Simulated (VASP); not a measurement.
Output of a VASP run:

OUTCAR:
```
 ion  position               nearest neighbor table
   1  0.000  0.000  0.365-  10 2.67   9 2.67   8 2.67   5 2.78   5 2.78   6 2.78   6 2.78   7 2.78
                             7 2.78
   2  0.333  0.667  0.444-   7 2.59   6 2.59   5 2.59   8 2.78   8 2.78   9 2.78   9 2.78  10 2.78
                            10 2.78  11 2.94  13 2.94  12 2.94
   3  0.667  0.333  0.556-  16 2.59  15 2.59  14 2.59  11 2.78  11 2.78  12 2.78  12 2.78  13 2.78
                            13 2.78   8 2.94  10 2.94   9 2.94
   4  0.000  0.000  0.635-  13 2.67  12 2.67  11 2.67  14 2.78  14 2.78  15 2.78  15 2.78  16 2.78
                            16 2.78
   5  0.496  0.504  0.358-   2 2.59   7 2.72   6 2.72   1 2.78   1 2.78   9 2.80  10 2.80   7 2.83
                             6 2.83
   6  0.496  0.993  0.358-   2 2.59   7 2.72   5 2.72   1 2.78   1 2.78   8 2.80  10 2.80   7 2.83
                             5 2.83
   7  0.007  0.504  0.358-   2 2.59   6 2.72   5 2.72   1 2.78   1 2.78   8 2.80   9 2.80   6 2.83
                             5 2.83
   8  0.833  0.167  0.453-   1 2.67  12 2.76  13 2.76  10 2.77   9 2.77   2 2.78   2 2.78  10 2.79
                             9 2.79   6 2.80   7 2.80   3 2.94
   9  0.833  0.665  0.453-   1 2.67  13 2.76  11 2.76  10 2.77   8 2.77   2 2.78   2 2.78  10 2.79
                             8 2.79   5 2.80   7 2.80   3 2.94
  10  0.335  0.167  0.453-   1 2.67  12 2.76  11 2.76   9 2.77   8 2.77   2 2.78   2 2.78   9 2.79
                             8 2.79   5 2.80   6 2.80   3 2.94
  11  0.167  0.833  0.547-   4 2.67   9 2.76  10 2.76  13 2.77  12 2.77   3 2.78   3 2.78  13 2.79
                            12 2.79  15 2.80  16 2.80   2 2.94
  12  0.167  0.335  0.547-   4 2.67  10 2.76   8 2.76  13 2.77  11 2.77   3 2.78   3 2.78  13 2.79
                            11 2.79  14 2.80  16 2.80   2 2.94
  13  0.665  0.833  0.547-   4 2.67   9 2.76   8 2.76  12 2.77  11 2.77   3 2.78   3 2.78  12 2.79
                            11 2.79  14 2.80  15 2.80   2 2.94
  14  0.504  0.496  0.642-   3 2.59  16 2.72  15 2.72   4 2.78   4 2.78  12 2.80  13 2.80  16 2.83
                            15 2.83
  15  0.504  0.007  0.642-   3 2.59  16 2.72  14 2.72   4 2.78   4 2.78  11 2.80  13 2.80  16 2.83
                            14 2.83
  16  0.993  0.496  0.642-   3 2.59  15 2.72  14 2.72   4 2.78   4 2.78  11 2.80  12 2.80  15 2.83
                            14 2.83
  LATTYP: Found a hexagonal cell.
 ALAT       =     5.5510122368
 C/A-ratio  =     4.3387589951
 Subroutine PRICEL returns:
 Original cell was already a primitive cell.
 Subroutine GETGRP returns: Found 12 space group operations
The static configuration has the point symmetry D_3d.
The dynamic configuration has the point symmetry D_3d.
 Subroutine INISYM returns: Found 12 space group operations
 Subroutine IBZKPT returns following result:
 Found      7 irreducible k-points:

 Following reciprocal coordinates:
            Coordinates               Weight
  0.000000  0.000000  0.000000      1.000000
  0.166667 -0.000000  0.000000      6.000000
  0.333333  0.000000  0.000000      6.000000
  0.500000  0.000000  0.000000      3.000000
  0.166667  0.166667  0.000000      6.000000
  0.333333  0.166667  0.000000     12.000000
  0.333333  0.333333  0.000000      2.000000
   k-points           NKPTS =      7   k-points in BZ     NKDIM =      7   number of bands    NBANDS=    100
   number of dos      NEDOS =    301   number of ions     NIONS =     16
   total plane-waves  NPLWV =  94080
   dimension x,y,z NGX =    28 NGY =   28 NGZ =  120
   dimension x,y,z NGXF=    56 NGYF=   56 NGZF=  240
   ions per type =               4  12
   PREC   = normal    normal or accurate (medium, high low for compatibility)
   ISTART =      1    job   : 0-new  1-cont  2-samecut
   ICHARG =      0    charge: 1-file 2-atom 10-const
   ISPIN  =      1    spin polarized calculation?
   LNONCOLLINEAR =      F non collinear calculations
   LSORBIT =      F    spin-orbit coupling
   INIWAV =      1    electr: 0-lowe 1-rand  2-diag
   ENCUT  =  400.0 eV  29.40 Ry    5.42 a.u.   9.05  9.05 39.28*2*pi/ulx,y,z
   NELM   =    100;   NELMIN=  4; NELMDL=  0     # of ELM steps
   EDIFF  = 0.1E-05   stopping-criterion for ELM
   LREAL  =      F    real-space projection
   NLSPLINE    = F    spline interpolate recip. space projectors
   LMAXMIX     =    6 max onsite mixed and CHGCAR
   VOSKOWN=      0    Vosko Wilk Nusair interpolation
   EDIFFG = 0.1E-04   stopping-criterion for IOM
   NSW    =      0    number of steps for IOM
   NBLOCK =      1;   KBLOCK =      1    inner block; outer block
   IBRION =     -1    ionic relax: 0-MD 1-quasi-New 2-CG
   NFREE  =      0    steps in history (QN), initial steepest desc. (CG)
   ISIF   =      2    stress and relaxation
...
```

OSZICAR:
```
       N       E                     dE             d eps       ncg     rms          rms(c)
DAV:   1    -0.678372764612E+03   -0.67837E+03   -0.28887E-05  1536   0.227E-02    0.580E-03
DAV:   2    -0.678372752496E+03    0.12116E-04   -0.26950E-05  1828   0.306E-02    0.138E-02
DAV:   3    -0.678372760709E+03   -0.82131E-05   -0.10874E-05  1624   0.200E-02    0.200E-03
DAV:   4    -0.678372761680E+03   -0.97041E-06   -0.28382E-06  1112   0.969E-03
   1 F= -.67837276E+03 E0= -.67837469E+03  d E =0.577858E-02
```

**OUTCAR**
```
------------------------ aborting loop because EDIFF is reached ----------------------------------------
  FORCE on cell =-STRESS in cart. coord.  units (eV):
  Direction    XX          YY          ZZ          XY          YZ          ZX
  --------------------------------------------------------------------------------------
  Total      -13.3717478    -13.3717492     -0.3585790      0.0000014      0.0000000     -0.0000000
  in kB      -33.3338920    -33.3338954     -0.8938871      0.0000035      0.0000000     -0.0000000
  external PRESSURE =     -22.5205581 kB  Pullay stress =       0.0000000 kB
  volume of cell :      642.71
      direct lattice vectors                 reciprocal lattice vectors
     5.551012237  0.000000000  0.000000000     0.180147324  0.104008119  0.000000000
    -2.775506619  4.807317861  0.000000000     0.000000000  0.208016201  0.000000000
     0.000000000  0.000000000 24.084504274     0.000000000  0.000000000  0.041520473
 POSITION                                       TOTAL-FORCE (eV/Angst)
 -----------------------------------------------------------------------------------
      0.00000      0.00000      8.78751         0.000000      0.000000      0.000787
     -0.00000      3.20488     10.69660         0.000000      0.000000      0.000823
      2.77551      1.60244     13.38791        -0.000000     -0.000000     -0.000823
      0.00000      0.00000     15.29699         0.000000      0.000000     -0.000787
      1.35842      2.42059      8.63353         0.000335     -0.000193     -0.002020
     -0.00000      4.77345      8.63353        -0.000000      0.000386     -0.002020
     -1.35842      2.42059      8.63353        -0.000335     -0.000193     -0.002020
      4.15805      0.80423     10.92095         0.000353     -0.000204      0.002711
      2.77550      3.19887     10.92095        -0.000000      0.000408      0.002711
      1.39296      0.80423     10.92095        -0.000353     -0.000204      0.002711
     -1.38254      4.00309     13.16355        -0.000353      0.000204     -0.002711
      0.00000      1.60845     13.16355         0.000000     -0.000408     -0.002711
      1.38255      4.00309     13.16355         0.000353      0.000204     -0.002711
      1.41708      2.38672     15.45098        -0.000335      0.000193      0.002020
      2.77551      0.03387     15.45098         0.000000     -0.000386      0.002020
      4.13393      2.38672     15.45098         0.000335      0.000193      0.002020
 -----------------------------------------------------------------------------------
    total drift:                                0.000000      0.000000     -0.000000
  FREE ENERGIE OF THE ION-ELECTRON SYSTEM (eV)
  ---------------------------------------------------
  free  energy   TOTEN  =      -678.3727616797 eV

  energy  without entropy=     -678.3785402578  energy(sigma->0) =     -678.37468787

 total charge

# of ion       s       p       d       tot
------------------------------------------
    1        2.209   6.123   1.732  10.064
    2        2.206   6.156   1.765  10.127
    3        2.206   6.156   1.765  10.127
    4        2.209   6.123   1.732  10.064
    5        0.711   0.503   8.047   9.261
    6        0.711   0.503   8.047   9.261
    7        0.711   0.503   8.047   9.261
    8        0.691   0.628   8.073   9.392
    9        0.691   0.628   8.073   9.392
   10        0.691   0.628   8.073   9.392
   11        0.691   0.628   8.073   9.392
   12        0.691   0.628   8.073   9.392
   13        0.691   0.628   8.073   9.392
   14        0.711   0.503   8.047   9.261
   15        0.711   0.503   8.047   9.261
   16        0.711   0.503   8.047   9.261
--------------------------------------------------
tot         17.242  31.348 103.710 152.300
```
(Selected blocks of OUTCAR.)

File POSCAR:
```
Pt3Ti(111) slab
1
    5.5510122368     0.0000000000     0.0000000000
   -2.7755066191     4.8073178608     0.0000000000
    0.0000000000     0.0000000000    24.0845042745
Ti Pt
4 12
Direct
  0.0000000000   0.0000000000   0.3648617653
  0.3333330000   0.6666670000   0.4441277486
  0.6666670000   0.3333330000   0.5558722514
  0.0000000000   0.0000000000   0.6351382347
  0.4964773481   0.5035226519   0.3584680460
  0.4964773481   0.9929546963   0.3584680460
  0.0070453037   0.5035226519   0.3584680460
  0.8327077837   0.1672922163   0.4534431682
  0.8327077837   0.6654165674   0.4534431682
  0.3345834326   0.1672922163   0.4534431682
  0.1672922163   0.8327077837   0.5465568318
  0.1672922163   0.3345834326   0.5465568318
  0.6654165674   0.8327077837   0.5465568318
  0.5035226519   0.4964773481   0.6415319540
  0.5035226519   0.0070453037   0.6415319540
  0.9929546963   0.4964773481   0.6415319540
```

Q: Write an INCAR and KPOINTS that could have produced this output.

A: One answer among several that fit: the input of the run itself, r2SCAN meta-GGA, plane waves, VASP's PBE PAW potentials (set 64).

**KPOINTS**
```
Automatic
0
gamma
  6 6 1
```

### INCAR
```
# general
SYSTEM   =  Pt3Ti(111) slab
PREC     =  Normal
ENCUT    =  400   # plane-wave cut-off (eV)
LREAL    =  F
LASPH    =  T

# electronic loop
EDIFF    =  1E-6   # SCF stop (eV)
NELM     =  100
NELMIN   =  4
ALGO     =  Normal
LMAXMIX  =  6
LMIXTAU  =  T

# smearing
ISMEAR   =  1
SIGMA    =  0.1

# functional
METAGGA  =  R2SCAN

# output
LWAVE    =  F
LCHARG   =  F
LORBIT   =  11   # lm-projected
LVHAR    =  T

# other
LDIPOL   =  T
IDIPOL   =  3
DIPOL    =  0.5 0.5 0.5
```

POTCAR, in this order: Ti_sv Pt (PBE.64 set). Program: vasp_std. Read from the step before: WAVECAR.

The cell is a thin slab with vacuum, built from Pt3Ti (L1_2): (111) face.
